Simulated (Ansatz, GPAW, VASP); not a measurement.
## Code comparison for LaBi₂ClO₄ (P4/mmm, 8 atoms in the cell)

Self-consistent single point.

```
CELL_PARAMETERS angstrom
      3.98890     0.00000     0.00000
      0.00000     3.98890     0.00000
      0.00000     0.00000     9.33319
ATOMIC_POSITIONS crystal
  La 0.00000 0.00000 0.00000
  Bi 0.50000 0.50000 0.27838
  Bi 0.50000 0.50000 0.72162
  Cl 0.00000 0.00000 0.50000
  O  0.00000 0.50000 0.16166
  O  0.00000 0.50000 0.83834
  O  0.50000 0.00000 0.16166
  O  0.50000 0.00000 0.83834
```

Shared settings, as Ansatz (a first-principles code) writes them: kpoints.mp_grid.grid = 1 1 1; scf.occupations.method = fermi_dirac; scf.occupations.width = 0.02 eV. Potentials and cutoffs stand in the table.

```
code                                                            model  pressure (GPa)  largest force (eV/Å)   cutoff
------  -------------------------------------------------------------  --------------  --------------------  -------
VASP                     LDA (PZ), VASP's LDA PAW potentials (set 64)           -5.04                 4.653   400 eV
GPAW    LDA (Perdew-Wang 92), GPAW PAW datasets LDA (gpaw-data 1.0.1)               –                 4.755   900 eV
Ansatz                    LDA (PW92), default PAW files made with PBE           -3.20                 4.741  default
```

Size of the force on each atom (eV/Å): Sizes of forces hide their directions.

| code | La1 | Bi2 | Bi3 | Cl4 | O5 | O6 | O7 | O8 |
|---|---|---|---|---|---|---|---|---|
| VASP | 0.000 | 4.653 | 4.653 | 0.000 | 1.172 | 1.172 | 1.172 | 1.172 |
| GPAW | 0.000 | 4.755 | 4.755 | 0.000 | 1.247 | 1.247 | 1.247 | 1.247 |
| Ansatz | 0.000 | 4.741 | 4.741 | 0.000 | 1.211 | 1.211 | 1.211 | 1.211 |

A dash marks a value that a program does not give, or that is left out as unsure.

On Ansatz's run: spin-orbit coupling is off.

The spread over the programs that give each value: pressure within 1.84 GPa; largest force within 0.102 eV/Å.

Ansatz's pressure is given at a fixed set of plane waves, as the other plane-wave codes print theirs; with its correction for the finite basis it is -2.80 GPa (the shift of 0.41 GPa shows how far the cutoff is from converged). The pressure of GPAW is left out: its cutoff lies under the one at which its stress was checked. The same LDA comes in different parametrisations, which differ slightly. In the force vectors, VASP (by 0.088) lies more than 0.08 eV/Å from the median of the plane-wave programs.

On the base mesh (6 6 3) the same programs gave: Ansatz pressure -7.52 GPa; VASP pressure -9.50 GPa.

The values differ from the base mesh's, so the mesh still matters here: the table compares the programs at equal settings.

VASP's run is marked for a possible Pulay error in its stress at this cutoff; no cutoff test was made.

The starting cell comes from a database of computed structures (which also holds hypothetical and non-ambient phases and stackings), without a prior relaxation at this level.

Left out of this page: ABINIT and FLEUR (not drawn, or without a comparable value); CP2K (on another mesh).

Keys are those of Ansatz 0.2.
